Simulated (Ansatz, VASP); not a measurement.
**TiTe2 in two plane-wave programs**

Aim: how closely do two programs agree when they are given the same cell, functional and k mesh? The cell is taken from a series of VASP runs on this material, whose earlier steps may have relaxed, scaled or displaced it; both programs get it as it stands.

Program: Ansatz 0.2.0. Level of theory: plane waves, with VASP 6.6.1 beside it; zone-centre phonons at r2SCAN. Results are calculated unless marked as measured.

## Step 1: The starting structure

Symmetry: P-3m1, No. 164, trigonal system. Conventional cell: a = 3.812 Å, b = 3.812 Å, c = 6.820 Å, α = 90.00°, β = 90.00°, γ = 120.00°. Nearest to Ti lie 6 Te at 2.78 Å. Nearest to Te lie 3 Ti at 2.78 Å. Farther neighbours and most contacts between anions are not listed.

Structure file:

```xyz
3
Lattice="3.8118 0.0000 0.0000 -1.9059 3.3011 0.0000 0.0000 0.0000 6.8201" Properties=species:S:1:pos:R:3 pbc="T T T"
Ti    0.0000    0.0000    0.0000
Te    1.9059    1.1004    1.6932
Te    0.0000    2.2008    5.1269
```

## Step 2: VASP: zone-centre phonons, r2SCAN

Second derivatives magnify differences that forces hide, and they need a tight electronic threshold.

Lines of VASP's logs that name or quote its potential files are left out, and so is its time.

INCAR reads:

```
SYSTEM = TiTe2
PREC = Accurate
ENCUT = 400
EDIFF = 1E-08
NELM = 100
ISMEAR = 1
SIGMA = 0.2
LREAL = .FALSE.
ALGO = Normal
METAGGA = R2SCAN
LASPH = .TRUE.
NBANDS = 18
LORBIT = 11
LWAVE = .FALSE.
LCHARG = .FALSE.
KPAR = 2
IBRION = 6
NFREE = 2
POTIM = 0.015
ISIF = 2
NSW = 1
```

POSCAR reads:

```
TiTe2
1.0
    3.8118123807      0.0000000000      0.0000000000
   -1.9059061904      3.3011263562      0.0000000000
    0.0000000000      0.0000000000      6.8200808779
Ti Te
1 2
Direct
    0.0000000000      0.0000000000      0.0000000000
    0.6666666667      0.3333333333      0.2482701245
    0.3333333333      0.6666666667      0.7517298755
```

KPOINTS reads:

```
Automatic mesh
0
Gamma
12 12 6
0 0 0
```

Potentials, in the order of the species: Ti_sv and Te (PBE family, release 64).

Launch:

```console
mpirun -np 2 vasp_std
```

Numbers of over 12 decimals in the logs are rounded to 6 here.

Output:

```text
[banner, memory and clock lines left out]
running    2 mpi-ranks, on    1 nodes
 distrk:  each k-point on    1 cores,    2 groups
 distr:  one band on    1 cores,    1 groups

 POSCAR found type information on POSCAR TiTe
 POSCAR found :  2 types and       3 ions
|                                                                             |
|               ----> ADVICE to this user running VASP <----                  |
|                                                                             |
|     You enforced a specific xc type in the INCAR file but a different       |
|     [... a line on the potential file left out ...]
|     I HOPE YOU KNOW WHAT YOU ARE DOING!                                     |
|                                                                             |

 LDA part: xc-table for (None), standard interpolation
 POSCAR, INCAR and KPOINTS ok, starting setup
 FFT: planning ... GRIDC
 FFT: planning ... GRID_SOFT
 FFT: planning ... GRID
 WAVECAR not read
 entering main loop
       N       E                     dE             d eps       ncg     rms          rms(c)
DAV:   1     0.110628865212E+03    0.11063E+03   -0.96260E+03  3608   0.104E+03
DAV:   2    -0.583110702799E+02   -0.16894E+03   -0.16524E+03  3936   0.288E+02
DAV:   3    -0.728153355325E+02   -0.14504E+02   -0.14276E+02  5784   0.816E+01
DAV:   4    -0.732976584277E+02   -0.48232E+00   -0.48049E+00  4738   0.138E+01
DAV:   5    -0.733184200970E+02   -0.20762E-01   -0.20750E-01  5534   0.258E+00    0.123E+01
DAV:   6    -0.675790294770E+02    0.57394E+01   -0.31273E+01  4234   0.477E+01    0.117E+01
DAV:   7    -0.665273620355E+02    0.10517E+01   -0.22220E+01  5036   0.277E+01    0.572E+00
DAV:   8    -0.662612746931E+02    0.26609E+00   -0.18972E+00  4200   0.789E+00    0.270E+00
DAV:   9    -0.663713930962E+02   -0.11012E+00   -0.56587E-01  4468   0.568E+00    0.253E+00
DAV:  10    -0.662817276586E+02    0.89665E-01   -0.57575E-01  4438   0.512E+00    0.585E-01
DAV:  11    -0.662866588031E+02   -0.49311E-02   -0.20406E-02  4164   0.122E+00    0.604E-01
DAV:  12    -0.662850421372E+02    0.16167E-02   -0.59105E-03  4798   0.598E-01    0.296E-01
DAV:  13    -0.662849078422E+02    0.13429E-03   -0.16980E-03  4632   0.311E-01    0.121E-01
DAV:  14    -0.662849092567E+02   -0.14145E-05   -0.19514E-04  3934   0.847E-02    0.508E-02
DAV:  15    -0.662849090878E+02    0.16899E-06   -0.35374E-05  4076   0.454E-02    0.264E-02
DAV:  16    -0.662849112198E+02   -0.21321E-05   -0.31323E-06  4308   0.129E-02    0.126E-02
DAV:  17    -0.662849108046E+02    0.41520E-06   -0.26384E-06  4332   0.890E-03    0.487E-03
DAV:  18    -0.662849110124E+02   -0.20779E-06   -0.59096E-07  4584   0.587E-03    0.123E-03
DAV:  19    -0.662849109407E+02    0.71650E-07   -0.33951E-08  3878   0.132E-03    0.455E-04
DAV:  20    -0.662849109603E+02   -0.19538E-07   -0.68240E-09  2248   0.561E-04    0.254E-04
DAV:  21    -0.662849109628E+02   -0.25489E-08   -0.24196E-09  2140   0.423E-04
   1 F= -.66284911E+02 E0= -.66285044E+02  d E =0.398839E-03
[... from here on, the cycles between the ionic steps are left out ...]
   2 F= -.66284484E+02 E0= -.66284620E+02  d E =0.408938E-03
   3 F= -.66284484E+02 E0= -.66284620E+02  d E =0.408951E-03
   4 F= -.66283722E+02 E0= -.66283856E+02  d E =0.403933E-03
   5 F= -.66283722E+02 E0= -.66283856E+02  d E =0.403938E-03
   6 F= -.66284543E+02 E0= -.66284677E+02  d E =0.400622E-03
   7 F= -.66284543E+02 E0= -.66284677E+02  d E =0.400613E-03
   8 F= -.66284161E+02 E0= -.66284316E+02  d E =0.466671E-03
 Finite differences progress:
  Degree of freedom:   4/  4
  Displacement:        1/  2
  Total:               7/  8
 bond charge predicted
       N       E                     dE             d eps       ncg     rms          rms(c)
DAV:   1    -0.662815894326E+02    0.25712E-02   -0.45470E-01  3622   0.286E+00    0.252E-01
DAV:   2    -0.662843335922E+02   -0.27442E-02   -0.19371E-02  3966   0.839E-01    0.203E-01
DAV:   3    -0.662840366342E+02    0.29696E-03   -0.35497E-03  4766   0.395E-01    0.770E-02
DAV:   4    -0.662840080218E+02    0.28612E-04   -0.29548E-04  4032   0.971E-02    0.455E-02
DAV:   5    -0.662840291282E+02   -0.21106E-04   -0.53444E-05  4554   0.506E-02    0.120E-02
DAV:   6    -0.662840312945E+02   -0.21663E-05   -0.61162E-06  4132   0.184E-02    0.105E-02
DAV:   7    -0.662840316974E+02   -0.40283E-06   -0.63739E-07  4692   0.556E-03    0.692E-03
DAV:   8    -0.662840318188E+02   -0.12146E-06   -0.54827E-07  3950   0.518E-03    0.132E-03
DAV:   9    -0.662840317391E+02    0.79710E-07   -0.27771E-08  3750   0.128E-03    0.436E-04
DAV:  10    -0.662840317514E+02   -0.12259E-07   -0.18819E-09  2244   0.354E-04    0.232E-04
DAV:  11    -0.662840317612E+02   -0.97903E-08   -0.84961E-10  2176   0.229E-04
   9 F= -.66284032E+02 E0= -.66284151E+02  d E =0.357001E-03
 Finite differences progress:
  Degree of freedom:   4/  4
  Displacement:        2/  2
  Total:               8/  8
```

From OUTCAR (step 2):

```text
ion  position               nearest neighbor table
   1  0.000  0.000  0.000-   2 2.78   3 2.78   2 2.78   3 2.78   2 2.78   3 2.78
   2  0.667  0.333  0.248-   1 2.78   1 2.78   1 2.78
   3  0.333  0.667  0.752-   1 2.78   1 2.78   1 2.78

  LATTYP: Found a hexagonal cell.
 ALAT       =     3.8118123807
 C/A-ratio  =     1.7891963708

 Subroutine GETGRP returns: Found 12 space group operations
 (whereof 12 operations were pure point group operations)

The static configuration has the point symmetry D_3d.

 Found    100 irreducible k-points:

   k-points           NKPTS =    100   k-points in BZ     NKDIM =    100   number of bands    NBANDS=     18

   dimension x,y,z NGX =    28 NGY =   28 NGZ =   48
   dimension x,y,z NGXF=    56 NGYF=   56 NGZF=   96

   ENCUT  =  400.0 eV  29.40 Ry    5.42 a.u.   6.22  6.22 11.12*2*pi/ulx,y,z

   NELECT =      24.0000    total number of electrons

 k-points in reciprocal lattice and weights: Automatic mesh
   0.00000000  0.00000000  0.00000000       0.001
   0.08333333 -0.00000000  0.00000000       0.007
   0.16666667 -0.00000000  0.00000000       0.007
   0.25000000  0.00000000  0.00000000       0.007
   0.33333333  0.00000000  0.00000000       0.007
   0.41666667 -0.00000000  0.00000000       0.007
   0.50000000  0.00000000  0.00000000       0.003
   0.08333333  0.08333333  0.00000000       0.007
   0.16666667  0.08333333  0.00000000       0.014
[...]
0.33333333  0.25000000  0.50000000       0.014
   0.33333333  0.33333333  0.50000000       0.002

 average (electrostatic) potential at core
       1 -80.3968       2 -92.9577       3 -92.9497

 E-fermi :   6.0342

 k-point     1 :       0.0000    0.0000    0.0000
  band No.  band energies     occupation
    ...
      6      -5.4095      2.00000
      7       0.9056      2.00000
      8       4.0130      2.00000
      9       4.0130      2.00000
     10       6.0023      1.26631
     11       6.3681     -0.03977
     12       6.3681     -0.03976
     13       6.5140     -0.00359
     14       6.8617     -0.00000
     15       6.8617     -0.00000
    ...

 k-point     2 :       0.0833   -0.0000    0.0000
  band No.  band energies     occupation
    ...
      8       3.8079      2.00000
      9       4.0232      2.00000
     10       5.7867      2.07087
     11       6.0467      0.89386
     12       6.0538      0.83446
     13       6.4476     -0.01278
     14       6.9983     -0.00000
     15       7.0930     -0.00000
     16       8.8852     -0.00000
     17       9.1340     -0.00000
    ...

 k-point     3 :       0.1667   -0.0000    0.0000
  band No.  band energies     occupation
    ...
      8       3.3339      2.00000
      9       4.0425      2.00000
     10       4.6188      2.00000
     11       5.5959      2.00822
     12       5.8851      1.94948
     13       6.3609     -0.04302
     14       7.1358     -0.00000
     15       7.2920     -0.00000
     16       8.5929     -0.00000
     17       9.0343     -0.00000
    ...

  Total        0.0423578      0.0423578      0.2065783     -0.0000000      0.0000000      0.0000000
  in kB        0.7907892      0.7907892      3.8566666     -0.0000000      0.0000000      0.0000000
  external PRESSURE =       1.8127483 kB  Pullay stress =       0.0000000 kB

  energy-cutoff  :      400.00
  volume of cell :       85.82
      direct lattice vectors                 reciprocal lattice vectors
     3.811812381  0.000000000  0.000000000     0.262342398  0.151463454  0.000000000
    -1.905906190  3.301126356  0.000000000     0.000000000  0.302926908  0.000000000
     0.000000000  0.000000000  6.820080878     0.000000000  0.000000000  0.146625827

 POSITION                                       TOTAL-FORCE (eV/Angst)
 -----------------------------------------------------------------------------------
      0.00000      0.00000      0.00000         0.000000      0.000000     -0.076839
      1.90591      1.10038      1.67822        -0.000000     -0.000000      0.114088
     -0.00000      2.20075      5.12686         0.000000     -0.000000     -0.037249
 -----------------------------------------------------------------------------------
    total drift:                               -0.000000      0.000000     -0.000005

  FREE ENERGIE OF THE ION-ELECTRON SYSTEM (eV)
  ---------------------------------------------------
  free  energy   TOTEN  =       -66.2840317612 eV

  energy  without entropy=      -66.2843887619  energy(sigma->0) =      -66.28415076

 Eigenvectors and eigenvalues of the dynamical matrix
 ----------------------------------------------------

   1 f  =    7.927802 THz    49.811852 2PiTHz  264.443025 cm-1    32.786742 meV
             X         Y         Z           dx          dy          dz
      0.000000  0.000000  0.000000    -0.000000   -0.000000    0.919139
      1.905906  1.100375  1.693222    -0.000000   -0.000000   -0.278552
     -0.000000  2.200751  5.126859     0.000000    0.000000   -0.278552

   2 f  =    4.796449 THz    30.136980 2PiTHz  159.992329 cm-1    19.836512 meV
             X         Y         Z           dx          dy          dz
      0.000000  0.000000  0.000000     0.336179   -0.855085   -0.000000
      1.905906  1.100375  1.693222    -0.102127    0.259763    0.000000
     -0.000000  2.200751  5.126859    -0.102127    0.259763   -0.000000

   3 f  =    4.796449 THz    30.136980 2PiTHz  159.992329 cm-1    19.836512 meV
             X         Y         Z           dx          dy          dz
      0.000000  0.000000  0.000000    -0.855085   -0.336179   -0.000000
      1.905906  1.100375  1.693222     0.259763    0.102127   -0.000000
     -0.000000  2.200751  5.126859     0.259763    0.102127    0.000000

   4 f  =    4.241426 THz    26.649666 2PiTHz  141.478745 cm-1    17.541121 meV
             X         Y         Z           dx          dy          dz
      0.000000  0.000000  0.000000     0.000000   -0.000000   -0.000000
      1.905906  1.100375  1.693222    -0.000000    0.000000   -0.707107
     -0.000000  2.200751  5.126859     0.000000   -0.000000    0.707107

   5 f  =    3.011380 THz    18.921059 2PiTHz  100.448827 cm-1    12.454062 meV
             X         Y         Z           dx          dy          dz
      0.000000  0.000000  0.000000     0.000000   -0.000000   -0.000000
      1.905906  1.100375  1.693222     0.258724   -0.658074    0.000000
     -0.000000  2.200751  5.126859    -0.258724    0.658074    0.000000

   6 f  =    3.011380 THz    18.921059 2PiTHz  100.448827 cm-1    12.454062 meV
             X         Y         Z           dx          dy          dz
      0.000000  0.000000  0.000000    -0.000000   -0.000000    0.000000
      1.905906  1.100375  1.693222     0.658074    0.258724    0.000000
     -0.000000  2.200751  5.126859    -0.658074   -0.258724    0.000000

   7 f/i=    0.014271 THz     0.089666 2PiTHz    0.476022 cm-1     0.059019 meV
             X         Y         Z           dx          dy          dz
      0.000000  0.000000  0.000000    -0.382878   -0.096012    0.000000
      1.905906  1.100375  1.693222    -0.630176   -0.158024    0.000000
     -0.000000  2.200751  5.126859    -0.630176   -0.158024    0.000000

   8 f/i=    0.014271 THz     0.089666 2PiTHz    0.476022 cm-1     0.059019 meV
             X         Y         Z           dx          dy          dz
      0.000000  0.000000  0.000000    -0.096012    0.382878    0.000000
      1.905906  1.100375  1.693222    -0.158024    0.630176    0.000000
     -0.000000  2.200751  5.126859    -0.158024    0.630176    0.000000

   9 f/i=    0.030490 THz     0.191573 2PiTHz    1.017028 cm-1     0.126095 meV
             X         Y         Z           dx          dy          dz
      0.000000  0.000000  0.000000     0.000000   -0.000000    0.393933
      1.905906  1.100375  1.693222     0.000000   -0.000000    0.649930
     -0.000000  2.200751  5.126859     0.000000   -0.000000    0.649930

 ELASTIC MODULI CONTR FROM IONIC RELAXATION (kBar)
 Direction    XX          YY          ZZ          XY          YZ          ZX
 --------------------------------------------------------------------------------
 XX        -240.1707   -161.6537   -384.0831      0.0000   -129.3695      0.0000
 YY        -161.6537   -240.1707   -384.0831      0.0000    129.3695     -0.0000
 ZZ        -384.0831   -384.0831   -734.2503      0.0000      0.0000      0.0000
 XY           0.0000      0.0000      0.0000    -39.2585     -0.0000   -129.3643
 YZ        -129.3695    129.3695      0.0000     -0.0000   -426.3143      0.0000
 ZX           0.0000     -0.0000      0.0000   -129.3643      0.0000   -426.2806
 --------------------------------------------------------------------------------

 total charge
# of ion       s       p       d       tot
------------------------------------------
    1        2.165   6.130   1.803  10.097
    2        1.386   2.055   0.035   3.476
    3        1.386   2.055   0.035   3.476
--------------------------------------------------
tot          4.937  10.240   1.873  17.050

[... 3 further parts left out ...]
```

This run has no spin polarisation, so a moment on Ti, if there is one, isn't seen.

(Part 1 of 2 ends here.)

[Lines on the potential files, build, host, timing and source positions are cut from VASP's logs without a mark.]

[Logs are printed without paths, hosts, clocks, repeated set-up lines and the standing remarks that a program may print on its own settings, such as how far it seeks lower states.]

[Hosts, paths, dates, database ids (printed as entryN), source tags and the programs' standing remarks are cut or masked in the printed files.]
